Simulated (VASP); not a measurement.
Set up this calculation in VASP 6.6.1, as the native input.

| Item | Value |
| --- | --- |
| Task | relaxation of cell and atoms |
| Functional | LDA |
| Potentials or basis | VASP PAW LDA potentials, release 64 (Cu) |
| Cutoff | 600 eV |
| k mesh | 22 × 22 × 22 |
| Occupations | methfessel-paxton, width 0.1 eV |
| Spin | no spin polarisation |
| Further INCAR settings | ALGO = Normal; EDIFF = 1e-07; IBRION = 2; EDIFFG = -0.005; NSW = 90; ISIF = 3 |

The structure of Cu lies in POSCAR:

```
Cu                                      
1.0
    0.0000000000      1.7620777927      1.7620777927
    1.7620777927      0.0000000000      1.7620777927
    1.7620777927      1.7620777927     -0.0000000000
  Cu            
     1
Direct
     0.0000000000000000    0.0000000000000000    0.0000000000000000
```

These files were run (other wordings do the same):

INCAR

```
SYSTEM = Cu
PREC = Accurate
ENCUT = 600
EDIFF = 1E-7
ISMEAR = 1
SIGMA = 0.1
LREAL = .FALSE.
LASPH = .TRUE.
NELM = 80
ALGO = Normal
ISIF = 3
LWAVE = .FALSE.
LCHARG = .FALSE.
GGA = CA
IBRION = 2
NSW = 90
EDIFFG = -0.005
```

KPOINTS

```
Automatic mesh
0
G
  22 22 22
  0 0 0
```

Potentials or basis: VASP PAW LDA potentials, release 64 (Cu).

Run with:

```sh
$ cat potpaw_LDA.64/Cu/POTCAR > POTCAR
$ mpirun -np 1 vasp_std > vasp.out
```

Results of the run:

```json
{
 "Pressure after relaxing": "0.0 GPa",
 "Band gap on the k mesh": "none (metal or under the smearing width)"
}
```

Caveat: the relaxation stopped at its first step, so nothing moved.

It took 12 s on 1 thread of Intel(R) Xeon(R) 6975P-C (Granite Rapids), with other jobs on the host, peak memory 0.15 GiB.
